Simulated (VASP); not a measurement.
Level of theory: PBE GGA with D3 dispersion (zero damping), VASP's PBE PAW potentials (set 64) (plane waves; VASP).

Input for VASP

INCAR:
```
! general
SYSTEM=Si
PREC  =Accurate
ENCUT =520   ! plane-wave cut-off (eV)
LREAL =.FALSE.
LASPH =.TRUE.   ! aspherical one-centre terms

! electronic loop
EDIFF =1E-7
NELM  =100   ! most electronic steps
ALGO  =Normal   ! blocked Davidson

! smearing
ISMEAR=0   ! Gaussian
SIGMA =0.05

! functional
GGA   =PE   ! PBE
IVDW  =11

! ions
ISIF  =2

! output
LWAVE =.FALSE.
LCHARG=.FALSE.
```

POSCAR:
```
Si
1
    0.0000000000     2.6709329465     2.6709329465
    2.6709329465     0.0000000000     2.6709329465
    2.6709329465     2.6709329465     0.0000000000
Si
2
Direct
  0.0000000000   0.0000000000   0.0000000000
  0.2500000000   0.2500000000   0.2500000000
```

KPOINTS:
```
Automatic mesh
0
Gamma
8 8 8
0 0 0
```

POTCAR, in this order: Si (PBE.64 set). Program: vasp_std.

Output of the run:

OSZICAR:
```
       N       E                     dE             d eps       ncg     rms          rms(c)
DAV:   1     0.829274111891E+01    0.82927E+01   -0.34792E+03   464   0.778E+02
DAV:   2    -0.107373673182E+02   -0.19030E+02   -0.18640E+02   696   0.868E+01
DAV:   3    -0.109968769586E+02   -0.25951E+00   -0.25951E+00   592   0.127E+01
DAV:   4    -0.109981315711E+02   -0.12546E-02   -0.12546E-02   712   0.934E-01
DAV:   5    -0.109981331325E+02   -0.15614E-05   -0.15615E-05   664   0.282E-02    0.521E+00
DAV:   6    -0.108503031296E+02    0.14783E+00   -0.10093E-01   560   0.167E+00    0.320E+00
DAV:   7    -0.107852958183E+02    0.65007E-01   -0.18337E-01   584   0.238E+00    0.244E-01
DAV:   8    -0.107863165505E+02   -0.10207E-02   -0.46241E-03   544   0.523E-01    0.771E-02
DAV:   9    -0.107864870213E+02   -0.17047E-03   -0.15796E-04   632   0.103E-01    0.590E-02
DAV:  10    -0.107865153101E+02   -0.28289E-04   -0.35235E-05   544   0.444E-02    0.115E-02
DAV:  11    -0.107865149549E+02    0.35523E-06   -0.57903E-07   728   0.561E-03    0.266E-03
DAV:  12    -0.107865152168E+02   -0.26186E-06   -0.50195E-07   552   0.579E-03    0.930E-04
DAV:  13    -0.107865152258E+02   -0.90205E-08   -0.18506E-09   400   0.385E-04
   1 F= -.11092386E+02 E0= -.11092386E+02  d E =-.150045E-11
```

File OUTCAR:
```
------------------------ aborting loop because EDIFF is reached ----------------------------------------
 Edisp (eV)   -0.30587
  FORCE on cell =-STRESS in cart. coord.  units (eV):
  Direction    XX          YY          ZZ          XY          YZ          ZX
  --------------------------------------------------------------------------------------
  Total       1.51002     1.51002     1.51002    -0.00000     0.00000     0.00000
  in kB      63.48530    63.48530    63.48530    -0.00000     0.00000     0.00000
  external pressure =       63.49 kB  Pullay stress =        0.00 kB
  volume of cell :       38.11
      direct lattice vectors                 reciprocal lattice vectors
     0.000000000  2.670932946  2.670932946    -0.187200506  0.187200506  0.187200506
     2.670932946  0.000000000  2.670932946     0.187200506 -0.187200506  0.187200506
     2.670932946  2.670932946  0.000000000     0.187200506  0.187200506 -0.187200506
 POSITION                                       TOTAL-FORCE (eV/Angst)
 -----------------------------------------------------------------------------------
      0.00000      0.00000      0.00000        -0.000000     -0.000000     -0.000000
      1.33547      1.33547      1.33547         0.000000      0.000000      0.000000
 -----------------------------------------------------------------------------------
    total drift:                                0.000000      0.000000      0.000000
  FREE ENERGIE OF THE ION-ELECTRON SYSTEM (eV)
  ---------------------------------------------------
  free  energy   TOTEN  =       -11.0923862590 eV

  energy  without entropy=      -11.0923862590  energy(sigma->0) =      -11.09238626
```
(Selected blocks of OUTCAR.)

The compound is Si in the diamond structure. This cell is one point of a volume scan, at 0.94 of the reference volume.
